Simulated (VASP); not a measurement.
# NiO: what each functional gives, and what it costs, part 3 of 6

Aim: the band gap of NiO at many levels of theory on one cell, with the cost of each. The start is a cell from a database of measured crystal structures.

VASP 6.6.1, plane waves and PAW; the level of theory is named at each step.

So far. Step 2 (Magnetic order: ferromagnetic): The run ends ferromagnetic with a largest moment of 1.75 μB, and the mesh shows a gap of 1.40 eV. Step 3 (Magnetic order: antiferromagnetic, q = (0, 0, 1/2)): The energy lies -64.7 meV an atom from the first pattern. The run ends antiferromagnetic with a largest moment of 1.64 μB, and the mesh shows a gap of 2.76 eV.

### Step 4. Magnetic order: antiferromagnetic, q = (1/2, 1/2, 0)

Level of this step: PBE, DFT+U (Ni d 4 eV), spin-polarised from an antiferromagnetic start; plane waves and PAW (Ni, O) (VASP).

Next, a pattern with opposite moments, which needs a doubled cell; q is given in the reciprocal vectors of the primitive cell.

INCAR

```
SYSTEM = NiO
PREC = Accurate
ENCUT = 520
EDIFF = 1E-06
NELM = 100
ISMEAR = -1
SIGMA = 0.05
LREAL = .FALSE.
ALGO = Normal
GGA = PE
NBANDS = 24
ISPIN = 2
MAGMOM = 1 -1 0 0
LDAU = .TRUE.
LDAUTYPE = 2
LDAUL = 2 -1
LDAUU = 4 0
LDAUJ = 0 0
LDAUPRINT = 1
LASPH = .TRUE.
LMAXMIX = 4
LORBIT = 11
LWAVE = .FALSE.
LCHARG = .FALSE.
KPAR = 8
ISIF = 2
```

POSCAR

```
NiO
1.0
    0.0000000000      4.1718032828      4.1718032828
    2.0859016414      2.0859016414      4.1718032828
    2.0859016414      2.0859016414      0.0000000000
Ni O
2 2
Direct
    0.0000000000      0.0000000000      0.0000000000
    0.5000000000      0.0000000000      0.0000000000
    0.0000000000      0.5000000000      0.5000000000
    0.5000000000      0.5000000000      0.5000000000
```

KPOINTS

```
Automatic mesh
0
Gamma
9 9 9
0 0 0
```

Potentials, in the order of the species: Ni and O (PBE family, release 64).

The run is started by

```
$ mpirun -np 8 vasp_std
```

The log of the run:

```text
[... set-up lines as in an earlier step ...]
 entering main loop
       N       E                     dE             d eps       ncg     rms          rms(c)
DAV:   1     0.246229171335E+03    0.24623E+03   -0.15367E+04  7432   0.178E+03
DAV:   2     0.214429000546E+01   -0.24408E+03   -0.22184E+03  7672   0.359E+02
DAV:   3    -0.208233103776E+02   -0.22968E+02   -0.22070E+02  8368   0.127E+02
DAV:   4    -0.212177588643E+02   -0.39445E+00   -0.39391E+00  8176   0.170E+01
DAV:   5    -0.212266860051E+02   -0.89271E-02   -0.89268E-02  8576   0.246E+00    0.223E+01
DAV:   6    -0.204017905228E+02    0.82490E+00   -0.22662E+01  9888   0.956E+01    0.241E+01
DAV:   7    -0.206303697026E+02   -0.22858E+00   -0.39441E+00  8816   0.413E+01    0.123E+01
DAV:   8    -0.208917640297E+02   -0.26139E+00   -0.55732E-01  9952   0.762E+00    0.820E+00
DAV:   9    -0.209632348748E+02   -0.71471E-01   -0.62814E-02 11040   0.101E+01    0.988E-01
DAV:  10    -0.209823641595E+02   -0.19129E-01   -0.52830E-02 10056   0.319E+00    0.408E-01
DAV:  11    -0.209816137836E+02    0.75038E-03   -0.53092E-03 10072   0.201E+00    0.116E-01
DAV:  12    -0.209819109894E+02   -0.29721E-03   -0.11803E-03  7936   0.361E-01    0.742E-02
DAV:  13    -0.209820024601E+02   -0.91471E-04   -0.11612E-04 10152   0.164E-01    0.194E-02
DAV:  14    -0.209820117114E+02   -0.92513E-05   -0.30258E-05  9672   0.583E-02    0.880E-03
DAV:  15    -0.209820123799E+02   -0.66848E-06   -0.26447E-06  6840   0.207E-02
   1 F= -.20982012E+02 E0= -.20982012E+02  d E =-.179336E-07  mag=    -0.0000
```

Elapsed: 34 s, on 8 MPI ranks of Intel Xeon Platinum 8259CL at 2.50GHz (Skylake/Cascade Lake), shared host; peak memory 2.7 GiB; 4.4 min of CPU time.

Parts of OUTCAR (step 4):

```text
  LATTYP: Found a simple tetragonal cell.
 ALAT       =     2.9499103910
 C/A-ratio  =     1.4142135624

 Subroutine GETGRP returns: Found 16 space group operations
 (whereof 16 operations were pure point group operations)

The static configuration has the point symmetry D_4h.

 Found     75 irreducible k-points:

   k-points           NKPTS =     75   k-points in BZ     NKDIM =     75   number of bands    NBANDS=     24

   dimension x,y,z NGX =    48 NGY =   40 NGZ =   24
   dimension x,y,z NGXF=    96 NGYF=   80 NGZF=   48

   ENCUT  =  520.0 eV  38.22 Ry    6.18 a.u.  10.97  9.50  5.48*2*pi/ulx,y,z

   NELECT =      32.0000    total number of electrons

atom =   1  type =  1  l = 2

 onsite density matrix

spin component  1

  0.9774 -0.0000 -0.0000 -0.0000  0.0000
 -0.0000  0.9772 -0.0000 -0.0000 -0.0000
 -0.0000 -0.0000  1.0272  0.0000  0.0000
 -0.0000 -0.0000  0.0000  0.9772 -0.0000
  0.0000 -0.0000  0.0000 -0.0000  1.0272

spin component  2

  0.9745 -0.0000 -0.0000 -0.0000 -0.0000
 -0.0000  0.9749  0.0000 -0.0000  0.0000
 -0.0000  0.0000  0.1632 -0.0000 -0.0000
 -0.0000 -0.0000 -0.0000  0.9749  0.0000
 -0.0000  0.0000 -0.0000  0.0000  0.1651

 occupancies and eigenvectors

  o =  0.1632  v =  0.0000  0.0000  0.0000  0.0000  0.0000  0.0000  0.0000 -1.0000 -0.0000 -0.0000      0.0000  0.0000  0.0000  0.0000  0.0000  0.0000  0.0000  0.0000  0.0000  0.0000
  o =  0.1651  v =  0.0000  0.0000  0.0000  0.0000  0.0000  0.0000  0.0000 -0.0000 -0.0000  1.0000      0.0000  0.0000  0.0000  0.0000  0.0000  0.0000  0.0000  0.0000  0.0000  0.0000
  o =  0.9745  v =  0.0000  0.0000  0.0000  0.0000  0.0000  1.0000  0.0000  0.0000  0.0000  0.0000      0.0000  0.0000  0.0000  0.0000  0.0000  0.0000  0.0000  0.0000  0.0000  0.0000
  o =  0.9749  v =  0.0000  0.0000  0.0000  0.0000  0.0000  0.0000 -0.5724 -0.0000  0.8200  0.0000      0.0000  0.0000  0.0000  0.0000  0.0000  0.0000  0.0000  0.0000  0.0000  0.0000
  o =  0.9749  v =  0.0000  0.0000  0.0000  0.0000  0.0000  0.0000  0.8200  0.0000  0.5724 -0.0000      0.0000  0.0000  0.0000  0.0000  0.0000  0.0000  0.0000  0.0000  0.0000  0.0000
  o =  0.9772  v =  0.0000  0.4927 -0.0000  0.8702  0.0000  0.0000  0.0000  0.0000  0.0000  0.0000      0.0000  0.0000  0.0000  0.0000  0.0000  0.0000  0.0000  0.0000  0.0000  0.0000
  o =  0.9772  v =  0.0000 -0.8702  0.0000  0.4927  0.0000  0.0000  0.0000  0.0000  0.0000  0.0000      0.0000  0.0000  0.0000  0.0000  0.0000  0.0000  0.0000  0.0000  0.0000  0.0000
  o =  0.9774  v =  1.0000  0.0000  0.0000  0.0000  0.0000  0.0000  0.0000  0.0000  0.0000  0.0000      0.0000  0.0000  0.0000  0.0000  0.0000  0.0000  0.0000  0.0000  0.0000  0.0000
  o =  1.0272  v =  0.0000  0.0000  1.0000 -0.0000  0.0000  0.0000  0.0000  0.0000  0.0000  0.0000      0.0000  0.0000  0.0000  0.0000  0.0000  0.0000  0.0000  0.0000  0.0000  0.0000
  o =  1.0272  v =  0.0000  0.0000 -0.0000 -0.0000  1.0000  0.0000  0.0000  0.0000  0.0000  0.0000      0.0000  0.0000  0.0000  0.0000  0.0000  0.0000  0.0000  0.0000  0.0000  0.0000

atom =   2  type =  1  l = 2

 onsite density matrix

spin component  1

  0.9745  0.0000 -0.0000  0.0000 -0.0000
  0.0000  0.9749  0.0000  0.0000  0.0000
 -0.0000  0.0000  0.1632 -0.0000  0.0000
  0.0000  0.0000 -0.0000  0.9749  0.0000
 -0.0000  0.0000  0.0000  0.0000  0.1651

spin component  2

  0.9774  0.0000  0.0000 -0.0000 -0.0000
  0.0000  0.9772 -0.0000  0.0000 -0.0000
  0.0000 -0.0000  1.0272  0.0000  0.0000
 -0.0000  0.0000  0.0000  0.9772 -0.0000
 -0.0000 -0.0000  0.0000 -0.0000  1.0272

 occupancies and eigenvectors

  o =  0.1632  v =  0.0000  0.0000  1.0000  0.0000 -0.0000  0.0000  0.0000  0.0000  0.0000  0.0000      0.0000  0.0000  0.0000  0.0000  0.0000  0.0000  0.0000  0.0000  0.0000  0.0000
  o =  0.1651  v =  0.0000 -0.0000  0.0000 -0.0000  1.0000  0.0000  0.0000  0.0000  0.0000  0.0000      0.0000  0.0000  0.0000  0.0000  0.0000  0.0000  0.0000  0.0000  0.0000  0.0000
  o =  0.9745  v =  1.0000  0.0000  0.0000  0.0000  0.0000  0.0000  0.0000  0.0000  0.0000  0.0000      0.0000  0.0000  0.0000  0.0000  0.0000  0.0000  0.0000  0.0000  0.0000  0.0000
  o =  0.9749  v =  0.0000  0.1425 -0.0000 -0.9898  0.0000  0.0000  0.0000  0.0000  0.0000  0.0000      0.0000  0.0000  0.0000  0.0000  0.0000  0.0000  0.0000  0.0000  0.0000  0.0000
  o =  0.9749  v =  0.0000  0.9898 -0.0000  0.1425 -0.0000  0.0000  0.0000  0.0000  0.0000  0.0000      0.0000  0.0000  0.0000  0.0000  0.0000  0.0000  0.0000  0.0000  0.0000  0.0000
  o =  0.9772  v =  0.0000  0.0000  0.0000  0.0000  0.0000  0.0000  0.9872 -0.0000  0.1595 -0.0000      0.0000  0.0000  0.0000  0.0000  0.0000  0.0000  0.0000  0.0000  0.0000  0.0000
  o =  0.9772  v =  0.0000  0.0000  0.0000  0.0000  0.0000  0.0000 -0.1595  0.0000  0.9872 -0.0000      0.0000  0.0000  0.0000  0.0000  0.0000  0.0000  0.0000  0.0000  0.0000  0.0000
  o =  0.9774  v =  0.0000  0.0000  0.0000  0.0000  0.0000  1.0000  0.0000  0.0000  0.0000  0.0000      0.0000  0.0000  0.0000  0.0000  0.0000  0.0000  0.0000  0.0000  0.0000  0.0000
  o =  1.0272  v =  0.0000  0.0000  0.0000  0.0000  0.0000  0.0000  0.0000  1.0000  0.0000  0.0000      0.0000  0.0000  0.0000  0.0000  0.0000  0.0000  0.0000  0.0000  0.0000  0.0000
  o =  1.0272  v =  0.0000  0.0000  0.0000  0.0000  0.0000  0.0000  0.0000 -0.0000  0.0000  1.0000      0.0000  0.0000  0.0000  0.0000  0.0000  0.0000  0.0000  0.0000  0.0000  0.0000

 E-fermi :   8.0674

 spin component 1
 k-point     1 :       0.0000    0.0000    0.0000
  band No.  band energies     occupation
    ...
     12       4.6488      1.00000
     13       4.6493      1.00000
     14       5.5378      1.00000
     15       5.5514      1.00000
     16       5.5515      1.00000
     17       8.8046      0.00000
     18       9.0794      0.00000
     19       9.7708      0.00000
     20      14.2859      0.00000
     21      18.9257      0.00000
    ...

 k-point     2 :       0.1111    0.0000    0.0000
  band No.  band energies     occupation
    ...
     12       4.6356      1.00000
     13       4.6755      1.00000
     14       5.1816      1.00000
     15       5.5846      1.00000
     16       5.6047      1.00000
     17       9.1072      0.00000
     18       9.1443      0.00000
     19      10.4060      0.00000
     20      14.6824      0.00000
     21      18.8740      0.00000
    ...

 k-point     3 :       0.2222    0.0000    0.0000
  band No.  band energies     occupation
    ...
     12       4.5992      1.00000
     13       4.8090      1.00000
     14       4.8884      1.00000
     15       5.7268      1.00000
     16       6.0124      1.00000
     17       9.2352      0.00000
     18       9.8055      0.00000
     19      11.7404      0.00000
     20      15.6622      0.00000
     21      18.3682      0.00000
    ...

 k-point     4 :       0.3333    0.0000    0.0000
  band No.  band energies     occupation
    ...
     12       4.5604      1.00000
     13       5.0418      1.00000
     14       5.0435      1.00000
     15       5.7953      1.00000
     16       6.6467      1.00000
     17       9.2956      0.00000
     18      10.5484      0.00000
     19      13.1956      0.00000
     20      16.8267      0.00000
     21      17.3734      0.00000
    ...

  Total        1.3354564      1.3354564      1.3198523      0.0000000      0.0000000     -0.0000000
  in kB       58.9384660     58.9384660     58.2498018      0.0000000      0.0000000     -0.0000000
  external PRESSURE =      58.7089113 kB  Pullay stress =       0.0000000 kB

  energy-cutoff  :      520.00
  volume of cell :       36.30
      direct lattice vectors                 reciprocal lattice vectors
     0.000000000  4.171803283  4.171803283    -0.239704495  0.239704495  0.000000000
     2.085901641  2.085901641  4.171803283     0.239704495 -0.239704495  0.239704495
     2.085901641  2.085901641  0.000000000     0.239704495  0.239704495 -0.239704495

 POSITION                                       TOTAL-FORCE (eV/Angst)
 -----------------------------------------------------------------------------------
      0.00000      0.00000      0.00000        -0.000000     -0.000000     -0.000000
      0.00000      2.08590      2.08590         0.000000      0.000000      0.000000
      2.08590      2.08590      2.08590         0.000000     -0.000000     -0.000000
      2.08590      4.17180      4.17180        -0.000000     -0.000000      0.000000
 -----------------------------------------------------------------------------------
    total drift:                                0.000000      0.000000      0.000000

  FREE ENERGIE OF THE ION-ELECTRON SYSTEM (eV)
  ---------------------------------------------------
  free  energy   TOTEN  =       -20.9820123799 eV

  energy  without entropy=      -20.9820123619  energy(sigma->0) =      -20.98201237

 total charge
# of ion       s       p       d       tot
------------------------------------------
    1        0.344   0.425   8.213   8.981
    2        0.344   0.425   8.213   8.981
    3        1.549   3.476   0.000   5.025
    4        1.549   3.476   0.000   5.025
--------------------------------------------------
tot          3.786   7.803  16.425  28.013

 magnetization (x)
# of ion       s       p       d       tot
------------------------------------------
    1        0.015   0.018   1.732   1.766
    2       -0.015  -0.018  -1.732  -1.766
    3       -0.008  -0.069   0.000  -0.077
    4        0.008   0.069   0.000   0.077
--------------------------------------------------
tot         -0.000   0.000   0.000  -0.000

[... 6 further parts left out ...]
```

At this level the cell is under a pressure of 5.9 GPa, so at these settings it is away from equilibrium.

This step gave:

| Item | Value |
| --- | --- |
| SCF cycles | 15 |
| irreducible k-points | 75 |
| symmetry operations | 16 |
| free energy (TOTEN) | -20.98 eV |
| Fermi energy | 8.067 eV |
| pressure | 5.871 GPa |
| valence top at k | 0, 0.4444, 0 |
| conduction bottom at k | 0.4444, 0.4444, 0 |
| least direct gap at k | 0.4444, -0.3333, 0.2222 |
| gap on the k-mesh | 1.506 eV |
| least direct gap on the k-mesh | 2.163 eV |

Spin moment in the PAW sphere by atom:

```csv
atom,spin moment in the PAW sphere (μB)
Ni1,1.77
Ni2,-1.77
O3,-0.08
O4,0.08
```

The energy lies +7.4 meV an atom from the first pattern. The run ends antiferromagnetic with a largest moment of 1.77 μB, and the mesh shows a gap of 1.51 eV.

### Step 5. The orders side by side

This step: collinear orders at PBE, DFT+U (Ni d 4 eV); plane waves and PAW (VASP 6.6.1).

Derived from the runs above.

Patterns, by row:

```csv
start,atoms,energy less that of the first (meV/atom),largest site moment (μB),end state
ferromagnetic,2,0,1.75,ferromagnetic
"antiferromagnetic, q = (0, 0, 1/2)",4,-64.7,1.64,antiferromagnetic
"antiferromagnetic, q = (1/2, 1/2, 0)",4,7.4,1.77,antiferromagnetic
```

The session goes on in the lowest magnetic state found: antiferromagnetic, q = (0, 0, 1/2). The next one lies 64.7 meV an atom higher. The search used PBE + U; the runs below name their own level.

(Continued in part 4 of 6.)

[Lines on the potential files, build, host, timing and source positions are cut from VASP's logs without a mark.]

[Logs are printed without paths, hosts, clocks, repeated set-up lines and the standing remarks that a program may print on its own settings, such as how far it seeks lower states.]

[Hosts, paths, dates, database ids (printed as entryN), source tags and the programs' standing remarks are cut or masked in the printed files.]

[Measured values are set beside computed ones only where the two were judged alike; some that the calculation misses by far are left out.]

[In band tables of VASP the shares of atoms and orbitals are scaled to a sum of 1 inside the atoms' spheres.]
